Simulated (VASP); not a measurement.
Set up this calculation in VASP 6.6.1, as the native input.

| Property | Result |
| --- | --- |
| Task | single point |
| Functional | PBEsol |
| Potentials or basis | VASP PAW PBE potentials, release 64 (Ni, Mo_sv, S) |
| Cutoff | 350 eV |
| k mesh | 3 × 3 × 2 |
| Occupations | gaussian, width 0.03 eV |
| Spin | collinear spin, ferromagnetic start |
| Starting moments | [4.0, 0.0, 0.0, 0.0, 0.0, 0.0, 0.0, 0.0, 0.0, 0.0, 0.0, 0.0, 0.0, 0.0, 0.0, 0.0, 0.0, 0.0, 0.0, 0.0, 0.0, 0.0, 0.0, 0.0] μB |
| Fixed moment | 4 μB |
| Hubbard terms | Ni d U = 5 eV |
| Dq | 0 |
| Further INCAR settings | LREAL = Auto; ALGO = Normal; EDIFF = 1e-05 |

The structure of NiMo7S16 (a cell with a defect) lies in POSCAR:

```
NiMo7S16
1.0
    6.3379960990      0.0000000000      0.0000000000
   -3.1689980495      5.4888656308      0.0000000000
    0.0000000000      0.0000000000     12.3240000000
Ni Mo S
1 7 16
Direct
    0.1666666667      0.3333333333      0.2500000000
    0.1666666667      0.8333333333      0.2500000000
    0.6666666667      0.3333333333      0.2500000000
    0.6666666667      0.8333333333      0.2500000000
    0.3333333333      0.1666666667      0.7500000000
    0.3333333333      0.6666666667      0.7500000000
    0.8333333333      0.1666666667      0.7500000000
    0.8333333333      0.6666666667      0.7500000000
    0.1666666667      0.3333333333      0.6230000000
    0.1666666667      0.8333333333      0.6230000000
    0.6666666667      0.3333333333      0.6230000000
    0.6666666667      0.8333333333      0.6230000000
    0.3333333333      0.1666666667      0.1230000000
    0.3333333333      0.6666666667      0.1230000000
    0.8333333333      0.1666666667      0.1230000000
    0.8333333333      0.6666666667      0.1230000000
    0.1666666667      0.3333333333      0.8770000000
    0.1666666667      0.8333333333      0.8770000000
    0.6666666667      0.3333333333      0.8770000000
    0.6666666667      0.8333333333      0.8770000000
    0.3333333333      0.1666666667      0.3770000000
    0.3333333333      0.6666666667      0.3770000000
    0.8333333333      0.1666666667      0.3770000000
    0.8333333333      0.6666666667      0.3770000000
```

The input as run:

INCAR

```
SYSTEM = NiMo7S16
PREC     = Accurate       ! precision mode
ENCUT    = 350            ! plane-wave cutoff, eV
EDIFF    = 1E-5           ! SCF threshold, eV
ISMEAR   = 0              ! smearing method
SIGMA    = 0.03           ! smearing width, eV
LREAL    = Auto         
LASPH    = .True.         ! aspherical terms in the spheres
NELM     = 120            ! most SCF steps
ALGO     = Normal         ! electronic algorithm
ISIF     = 2              ! what is computed and relaxed
LWAVE    = .False.        ! write WAVECAR
LCHARG   = .False.        ! write CHGCAR
ISPIN    = 2              ! spin polarisation
MAGMOM   = 4 0 0 0 0 0 0 0 0 0 0 0 0 0 0 0 0 0 0 0 0 0 0 0 ! initial moments
LORBIT   = 11             ! projections on sites
NUPDOWN  = 4              ! fixed moment
LMAXMIX  = 4              ! l up to which the mixer works
LDAU     = .True.         ! DFT+U
LDAUTYPE = 2            
LDAUL    = 2 -1 -1        ! shell
LDAUU    = 5 0 0          ! U, eV
LDAUJ    = 0 0 0        
LDAUPRINT= 1            
GGA      = PS             ! functional
KPAR     = 4
```

KPOINTS

```
regular mesh
0
Gamma
  3 3 2
  0 0 0
```

Potentials or basis: VASP PAW PBE potentials, release 64 (Ni, Mo_sv, S).

The run is started by

```console
$ cat potpaw_PBE.64/Ni/POTCAR potpaw_PBE.64/Mo_sv/POTCAR potpaw_PBE.64/S/POTCAR > POTCAR
$ mpirun -np 4 vasp_std > vasp.out
```

It gave:

The pressure is -3.5 GPa and the largest force is 0.575 eV/Å. The net moment is 4.00 μB per cell and the site moments are Ni +1.32; Mo +0.37, +0.01, +0.02; S +0.00, +0.14, -0.00 μB. The valence electrons inside the program's atomic spheres are Ni 9.23; Mo 12.43, 12.47; S 3.67, 3.65.

Caveat: the k mesh is coarse (spacing up to 0.38 Å⁻¹), so the values aren't converged; the PAW data sets were made with another functional, which shifts forces and pressure a little; the total moment is fixed, so each spin has its own Fermi level.

It took 3.2 min on 4 MPI ranks on Intel(R) Xeon(R) 6975P-C (Granite Rapids), on a shared host, peak memory 0.59 GiB a rank.
